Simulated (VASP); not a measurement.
Runs of VASP 6.6.1 on Mg. It takes space group P6_3/mmc (No. 194, hexagonal). The conventional cell has a = 3.209 Å, b = 3.209 Å, c = 5.210 Å, α = 90.00°, β = 90.00°, γ = 120.00°. Mg (site symmetry -6m2) is surrounded by 12 Mg at 3.20 to 3.21 Å. 

```csv
task,level,potentials or basis,cell,cutoff (eV),gap on the mesh (eV),pressure (GPa),relaxed volume (Å³/atom)
relaxation of cell and atoms,PBEsol,"VASP PAW PBE potentials, release 64 (Mg)",relaxed,300,none,0.0,22.46
single point,PBEsol,"VASP PAW PBE potentials, release 64 (Mg)",as given,520,none,(a),-
relaxation of cell and atoms,PBE+D3(BJ),"VASP PAW PBE potentials, release 64 (Mg)",relaxed,600,none,0.0,21.63
relaxation of cell and atoms,LDA,"VASP PAW LDA potentials, release 64 (Mg)",relaxed,600,none,0.0,21.41
relaxation of cell and atoms,RPBE,"VASP PAW PBE potentials, release 64 (Mg)",relaxed,600,none,0.0,23.57
relaxation of cell and atoms,PBEsol,"VASP PAW PBE potentials, release 64 (Mg)",relaxed,600,none,0.0,22.46
relaxation of cell and atoms,PBEsol,"VASP PAW PBE potentials, release 64 (Mg)",relaxed,480,none,0.0,22.46
relaxation of cell and atoms,PBEsol,"VASP PAW PBE potentials, release 64 (Mg)",relaxed,580,none,0.0,22.46
```

Alike in all rows: no spin polarisation; k mesh 15 × 15 × 8; smearing gaussian 0.1 eV.

Question: Fill in the values left out.

Answer: (a) -1.2.

Caveats: the PAW data sets were made with another functional, which shifts forces and pressure a little (some runs); pairwise dispersion overbinds metals, which lowers pressure and volume (some runs).

A k mesh can miss the band edges.

A gap of «none» marks a metal or a gap under the smearing width.

Not every run made on this cell is shown here.
